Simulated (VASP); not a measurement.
Method: PBEsol GGA, VASP's PBE PAW potentials (set 64) (plane waves; VASP).

A VASP calculation is set up with these files.

### INCAR
```
ISMEAR = 0
LREAL = F
SYSTEM = MoS2
ALGO = Normal   # blocked Davidson
PREC = Accurate
LWAVE = F
ENCUT = 500   # plane-wave cut-off (eV)
LASPH = T   # aspherical one-centre terms
PSTRESS = 50   # kbar
NELM = 100
EDIFF = 1E-6   # SCF stop (eV)
IBRION = 2   # conjugate gradients
SIGMA = 0.05   # width (eV)
GGA = PS   # PBEsol
LMAXMIX = 4
ISIF = 3
NSW = 40   # most ionic steps
LCHARG = F
EDIFFG = -0.02
```

KPOINTS:
```
Automatic mesh
0
Gamma
8 8 2
0 0 0
```

POSCAR:
```
MoS2
1
    1.5700287942    -2.7193693702     0.0000000000
    1.5700287942     2.7193693702     0.0000000000
    0.0000000000     0.0000000000    12.5165741097
Mo S
2 4
Direct
  0.3333330000   0.6666670000   0.2500000000
  0.6666670000   0.3333330000   0.7500000000
  0.3333330000   0.6666670000   0.8746042957
  0.6666670000   0.3333330000   0.3746042957
  0.6666670000   0.3333330000   0.1253957043
  0.3333330000   0.6666670000   0.6253957043
```

POTCAR, in this order: Mo_sv S (PBE.64 set). Program: vasp_std.

The run wrote:

File OUTCAR:
```
 ion  position               nearest neighbor table
   1  0.333  0.667  0.250-   4 2.39   5 2.39   4 2.39   5 2.39   4 2.39   5 2.39
   2  0.667  0.333  0.750-   3 2.39   6 2.39   3 2.39   6 2.39   3 2.39   6 2.39
   3  0.333  0.667  0.875-   2 2.39   2 2.39   2 2.39
   4  0.667  0.333  0.375-   1 2.39   1 2.39   1 2.39
   5  0.667  0.333  0.125-   1 2.39   1 2.39   1 2.39
   6  0.333  0.667  0.625-   2 2.39   2 2.39   2 2.39
  LATTYP: Found a hexagonal cell.
 ALAT       =     3.1400573540
 C/A-ratio  =     3.9860972902
 Subroutine PRICEL returns:
 Original cell was already a primitive cell.
 Subroutine GETGRP returns: Found 24 space group operations
The static configuration has the point symmetry D_3d.
 The point group associated with its full space group is D_6h.
The dynamic configuration has the point symmetry D_3d.
 Subroutine INISYM returns: Found 24 space group operations
 Subroutine IBZKPT returns following result:
 Found     20 irreducible k-points:

 Following reciprocal coordinates:
            Coordinates               Weight
  0.000000  0.000000  0.000000      1.000000
  0.125000  0.000000  0.000000      6.000000
  0.250000  0.000000  0.000000      6.000000
  0.375000  0.000000  0.000000      6.000000
  0.500000  0.000000  0.000000      3.000000
  0.125000  0.125000  0.000000      6.000000
  0.250000  0.125000  0.000000     12.000000
  0.375000  0.125000  0.000000     12.000000
  0.250000  0.250000  0.000000      6.000000
  0.375000  0.250000  0.000000      6.000000
  0.000000  0.000000  0.500000      1.000000
  0.125000  0.000000  0.500000      6.000000
  0.250000  0.000000  0.500000      6.000000
  0.375000  0.000000  0.500000      6.000000
  0.500000  0.000000  0.500000      3.000000
  0.125000  0.125000  0.500000      6.000000
  0.250000  0.125000  0.500000     12.000000
  0.375000  0.125000  0.500000     12.000000
  0.250000  0.250000  0.500000      6.000000
  0.375000  0.250000  0.500000      6.000000
   k-points           NKPTS =     20   k-points in BZ     NKDIM =     20   number of bands    NBANDS=     31
   number of dos      NEDOS =    301   number of ions     NIONS =      6
   total plane-waves  NPLWV =  55296
   dimension x,y,z NGX =    24 NGY =   24 NGZ =   96
   dimension x,y,z NGXF=    48 NGYF=   48 NGZF=  192
   ions per type =               2   4
   PREC   = accura    normal or accurate (medium, high low for compatibility)
   ISTART =      0    job   : 0-new  1-cont  2-samecut
   ICHARG =      2    charge: 1-file 2-atom 10-const
   ISPIN  =      1    spin polarized calculation?
   LNONCOLLINEAR =      F non collinear calculations
   LSORBIT =      F    spin-orbit coupling
   INIWAV =      1    electr: 0-lowe 1-rand  2-diag
   ENCUT  =  500.0 eV  36.75 Ry    6.06 a.u.   5.73  5.73 22.82*2*pi/ulx,y,z
   NELM   =    100;   NELMIN=  2; NELMDL= -5     # of ELM steps
   EDIFF  = 0.1E-05   stopping-criterion for ELM
   LREAL  =      F    real-space projection
   NLSPLINE    = F    spline interpolate recip. space projectors
   LMAXMIX     =    4 max onsite mixed and CHGCAR
   VOSKOWN=      0    Vosko Wilk Nusair interpolation
   EDIFFG = -.2E-01   stopping-criterion for IOM
   NSW    =     40    number of steps for IOM
   NBLOCK =      1;   KBLOCK =     40    inner block; outer block
   IBRION =      2    ionic relax: 0-MD 1-quasi-New 2-CG
   NFREE  =      1    steps in history (QN), initial steepest desc. (CG)
   ISIF   =      3    stress and relaxation
   ISYM   =      2    0-nonsym 1-usesym 2-fastsym
   TEIN   =    0.0    initial temperature
   TEBEG  =    0.0;   TEEND  =   0.0 temperature during run
   SMASS  =  -3.00    Nose mass-parameter (am)
   PSTRESS=   50.0 pullay stress
   NELECT =      52.0000    total number of electrons
   EFERMI =   0.00;   METHOD = LEGACY
...
```

File OSZICAR:
```
...
DAV:   7    -0.468084756011E+02    0.13879E-04   -0.26858E-04  1423   0.104E-01    0.206E-02
DAV:   8    -0.468084771930E+02   -0.15919E-05   -0.14104E-05  1432   0.197E-02    0.912E-03
DAV:   9    -0.468084770169E+02    0.17608E-06   -0.25613E-06  1142   0.771E-03
   5 F= -.43665055E+02 E0= -.43665055E+02  d E =-.472781E-01
       N       E                     dE             d eps       ncg     rms          rms(c)
DAV:   1    -0.468791367103E+02   -0.70660E-01   -0.32026E+00  1256   0.114E+01    0.222E+00
DAV:   2    -0.468241657737E+02    0.54971E-01   -0.58289E-01  1360   0.453E+00    0.157E+00
DAV:   3    -0.468092560824E+02    0.14910E-01   -0.55037E-02  1332   0.123E+00    0.475E-01
DAV:   4    -0.468065066446E+02    0.27494E-02   -0.12740E-02  1460   0.552E-01    0.257E-01
DAV:   5    -0.468063766031E+02    0.13004E-03   -0.13039E-03  1534   0.229E-01    0.197E-01
DAV:   6    -0.468063410797E+02    0.35523E-04   -0.43871E-04  1517   0.105E-01    0.362E-02
DAV:   7    -0.468063403620E+02    0.71775E-06   -0.63939E-05  1443   0.427E-02    0.982E-03
DAV:   8    -0.468063395757E+02    0.78634E-06   -0.48630E-06  1341   0.113E-02
   6 F= -.43688405E+02 E0= -.43688405E+02  d E =-.233498E-01
       N       E                     dE             d eps       ncg     rms          rms(c)
DAV:   1    -0.474384770378E+02   -0.63214E+00   -0.29322E+01  1256   0.344E+01    0.653E+00
DAV:   2    -0.469256902963E+02    0.51279E+00   -0.49278E+00  1360   0.133E+01    0.460E+00
DAV:   3    -0.468028497599E+02    0.12284E+00   -0.47292E-01  1347   0.360E+00    0.135E+00
DAV:   4    -0.467811672253E+02    0.21683E-01   -0.91561E-02  1457   0.156E+00    0.816E-01
DAV:   5    -0.467789355533E+02    0.22317E-02   -0.11573E-02  1449   0.712E-01    0.594E-01
DAV:   6    -0.467782465210E+02    0.68903E-03   -0.38325E-03  1553   0.306E-01    0.124E-01
DAV:   7    -0.467782287251E+02    0.17796E-04   -0.57598E-04  1443   0.123E-01    0.371E-02
DAV:   8    -0.467782242368E+02    0.44883E-05   -0.91982E-05  1565   0.525E-02    0.153E-02
DAV:   9    -0.467782227109E+02    0.15259E-05   -0.13869E-05  1340   0.204E-02    0.333E-03
DAV:  10    -0.467782229059E+02   -0.19492E-06   -0.58581E-07   915   0.443E-03
   7 F= -.43737176E+02 E0= -.43737176E+02  d E =-.721213E-01
       N       E                     dE             d eps       ncg     rms          rms(c)
DAV:   1    -0.492059498220E+02   -0.24277E+01   -0.12208E+02  1271   0.708E+01    0.142E+01
DAV:   2    -0.470628993432E+02    0.21431E+01   -0.19090E+01  1375   0.259E+01    0.862E+00
DAV:   3    -0.466368829016E+02    0.42602E+00   -0.19549E+00  1383   0.729E+00    0.274E+00
DAV:   4    -0.465658692539E+02    0.71014E-01   -0.26979E-01  1401   0.306E+00    0.204E+00
DAV:   5    -0.465483576573E+02    0.17512E-01   -0.61860E-02  1503   0.165E+00    0.126E+00
DAV:   6    -0.465456862710E+02    0.26714E-02   -0.11734E-02  1544   0.542E-01    0.446E-01
DAV:   7    -0.465457031485E+02   -0.16878E-04   -0.21361E-03  1429   0.243E-01    0.150E-01
DAV:   8    -0.465456345150E+02    0.68633E-04   -0.66788E-04  1505   0.149E-01    0.282E-02
DAV:   9    -0.465456285625E+02    0.59525E-05   -0.47187E-05  1470   0.371E-02    0.207E-02
DAV:  10    -0.465456287048E+02   -0.14231E-06   -0.38545E-06  1256   0.906E-03
   8 F= -.43660283E+02 E0= -.43660283E+02  d E =0.477160E-02
       N       E                     dE             d eps       ncg     rms          rms(c)
DAV:   1    -0.486566481311E+02   -0.21110E+01   -0.81830E+01  1240   0.601E+01    0.128E+01
DAV:   2    -0.473785654111E+02    0.12781E+01   -0.17677E+01  1435   0.264E+01    0.888E+00
DAV:   3    -0.468428690143E+02    0.53570E+00   -0.20809E+00  1392   0.745E+00    0.284E+00
DAV:   4    -0.467601713993E+02    0.82698E-01   -0.48381E-01  1420   0.313E+00    0.195E+00
DAV:   5    -0.467553756131E+02    0.47958E-02   -0.41648E-02  1581   0.126E+00    0.136E+00
DAV:   6    -0.467551319941E+02    0.24362E-03   -0.53574E-03  1535   0.380E-01    0.559E-01
DAV:   7    -0.467553049612E+02   -0.17297E-03   -0.12357E-03  1561   0.173E-01    0.894E-02
DAV:   8    -0.467552824219E+02    0.22539E-04   -0.27382E-04  1505   0.846E-02    0.884E-02
DAV:   9    -0.467552787265E+02    0.36954E-05   -0.12644E-05  1358   0.198E-02    0.481E-02
DAV:  10    -0.467552752821E+02    0.34443E-05   -0.79000E-06  1219   0.120E-02    0.200E-02
DAV:  11    -0.467552751106E+02    0.17155E-06   -0.23415E-07   753   0.279E-03
   9 F= -.43743589E+02 E0= -.43743589E+02  d E =-.785340E-01
       N       E                     dE             d eps       ncg     rms          rms(c)
DAV:   1    -0.467665819134E+02   -0.11307E-01   -0.11233E+00  1248   0.687E+00    0.135E+00
DAV:   2    -0.467473312504E+02    0.19251E-01   -0.19978E-01  1391   0.272E+00    0.957E-01
DAV:   3    -0.467420854453E+02    0.52458E-02   -0.19102E-02  1370   0.729E-01    0.280E-01
DAV:   4    -0.467411176161E+02    0.96783E-03   -0.45139E-03  1452   0.332E-01    0.157E-01
DAV:   5    -0.467410765387E+02    0.41077E-04   -0.42726E-04  1544   0.135E-01    0.118E-01
DAV:   6    -0.467410716380E+02    0.49007E-05   -0.13777E-04  1509   0.598E-02    0.218E-02
DAV:   7    -0.467410726699E+02   -0.10320E-05   -0.19880E-05  1479   0.241E-02    0.589E-03
DAV:   8    -0.467410722852E+02    0.38477E-06   -0.12981E-06   910   0.617E-03
  10 F= -.43744302E+02 E0= -.43744302E+02  d E =-.792473E-01
       N       E                     dE             d eps       ncg     rms          rms(c)
DAV:   1    -0.468840841800E+02   -0.14301E+00   -0.42535E+00  1247   0.154E+01    0.458E+00
DAV:   2    -0.468053311137E+02    0.78753E-01   -0.41875E-01  1359   0.444E+00    0.879E-01
DAV:   3    -0.467882343328E+02    0.17097E-01   -0.10457E-01  1548   0.148E+00    0.792E-01
DAV:   4    -0.467839264206E+02    0.43079E-02   -0.20571E-02  1496   0.860E-01    0.183E-01
DAV:   5    -0.467837057401E+02    0.22068E-03   -0.34205E-03  1626   0.353E-01    0.242E-01
DAV:   6    -0.467836524205E+02    0.53320E-04   -0.42633E-04  1451   0.116E-01    0.812E-02
DAV:   7    -0.467836341092E+02    0.18311E-04   -0.14124E-04  1396   0.723E-02    0.388E-02
DAV:   8    -0.467836321801E+02    0.19291E-05   -0.72797E-06  1263   0.148E-02    0.133E-02
DAV:   9    -0.467836326979E+02   -0.51784E-06   -0.72782E-07   837   0.581E-03
  11 F= -.43741485E+02 E0= -.43741485E+02  d E =0.281665E-02
       N       E                     dE             d eps       ncg     rms          rms(c)
DAV:   1    -0.467970000459E+02   -0.13368E-01   -0.13116E+00  1247   0.853E+00    0.268E+00
DAV:   2    -0.467725575932E+02    0.24442E-01   -0.12415E-01  1351   0.243E+00    0.457E-01
DAV:   3    -0.467673322793E+02    0.52253E-02   -0.27236E-02  1579   0.778E-01    0.404E-01
DAV:   4    -0.467662389188E+02    0.10934E-02   -0.54149E-03  1481   0.444E-01    0.110E-01
DAV:   5    -0.467661689797E+02    0.69939E-04   -0.91140E-04  1564   0.187E-01    0.149E-01
DAV:   6    -0.467661688551E+02    0.12464E-06   -0.15958E-04  1445   0.669E-02    0.421E-02
DAV:   7    -0.467661734526E+02   -0.45975E-05   -0.36166E-05  1394   0.394E-02    0.197E-02
DAV:   8    -0.467661742334E+02   -0.78079E-06   -0.20054E-06   933   0.803E-03
  12 F= -.43749336E+02 E0= -.43749336E+02  d E =-.503381E-02
       N       E                     dE             d eps       ncg     rms          rms(c)
DAV:   1    -0.467734313905E+02   -0.72579E-02   -0.12246E-01  1247   0.246E+00    0.339E-01
DAV:   2    -0.467711310940E+02    0.23003E-02   -0.86633E-03  1408   0.497E-01    0.185E-01
DAV:   3    -0.467707191264E+02    0.41197E-03   -0.14380E-03  1483   0.240E-01    0.113E-01
DAV:   4    -0.467706201237E+02    0.99003E-04   -0.16408E-04  1462   0.706E-02    0.734E-02
DAV:   5    -0.467705918482E+02    0.28276E-04   -0.81047E-05  1382   0.477E-02    0.991E-03
DAV:   6    -0.467705912243E+02    0.62384E-06   -0.62254E-06  1354   0.134E-02
  13 F= -.43750270E+02 E0= -.43750270E+02  d E =-.933932E-03
```

**OUTCAR**
```
------------------------ aborting loop because EDIFF is reached ----------------------------------------
  FORCE on cell =-STRESS in cart. coord.  units (eV):
  Direction    XX          YY          ZZ          XY          YZ          ZX
  --------------------------------------------------------------------------------------
  Total        3.0737855      3.0737845      3.1206988      0.0000000     -0.0000000      0.0000000
  in kB       50.8850736     50.8850582     51.6617012      0.0000000     -0.0000000      0.0000000
  external PRESSURE =       1.1439444 kB  Pullay stress =      50.0000000 kB
  volume of cell :       96.78
      direct lattice vectors                 reciprocal lattice vectors
     1.550554581 -2.685638908  0.000000000     0.322465269 -0.186175438  0.000000000
     1.550554581  2.685638908 -0.000000000     0.322465269  0.186175438  0.000000000
    -0.000000000  0.000000000 11.620613466    -0.000000000  0.000000000  0.086053977
 POSITION                                       TOTAL-FORCE (eV/Angst)
 -----------------------------------------------------------------------------------
      1.55055      0.89521      2.90515        -0.000000      0.000000      0.000000
      1.55055     -0.89521      8.71546         0.000000     -0.000000      0.000000
      1.55055      0.89521     10.27971        -0.000000     -0.000000     -0.019383
      1.55055     -0.89521      4.46940        -0.000000      0.000000     -0.019383
      1.55055     -0.89521      1.34090        -0.000000      0.000000      0.019383
      1.55055      0.89521      7.15121        -0.000000     -0.000000      0.019383
 -----------------------------------------------------------------------------------
    total drift:                                0.000000      0.001543     -0.000029
  FREE ENERGIE OF THE ION-ELECTRON SYSTEM (eV)
  ---------------------------------------------------
  free  energy   TOTEN  =       -46.7705912243 eV

  energy  without entropy=      -46.7705912243  energy(sigma->0) =      -46.77059122
  enthalpy is  TOTEN    =       -43.7502698811 eV   P V=        3.0203213432

 reached required accuracy - stopping structural energy minimisation
```
(Selected blocks of OUTCAR.)

File CONTCAR:
```
MoS2
   1.00000000000000
     1.5505545807967127   -2.6856389077691349    0.0000000000000000
     1.5505545807967127    2.6856389077691349   -0.0000000000000000
    -0.0000000000000000    0.0000000000000000   11.6206134663566818
  Mo              S
     2     4
Direct
     0.3333330000000032    0.6666669999999968    0.2500000000000000
     0.6666669999999968    0.3333330000000032    0.7500000000000000
     0.3333330000000032    0.6666669999999968    0.8846098596266267
     0.6666669999999968    0.3333330000000032    0.3846098596266268
     0.6666669999999968    0.3333330000000032    0.1153901403733732
     0.3333330000000032    0.6666669999999968    0.6153901403733733
```

Energy and stress use the plane-wave basis of the starting cell. Without a dispersion term in the relaxation, distances and binding between the weakly bound layers, chains or molecules are unreliable, and so is what depends on them.

The compound is MoS2 in the 2H layered structure. This run relaxes it under an external pressure of 5 GPa. Symmetry was kept, so distortions that lower it aren't found.
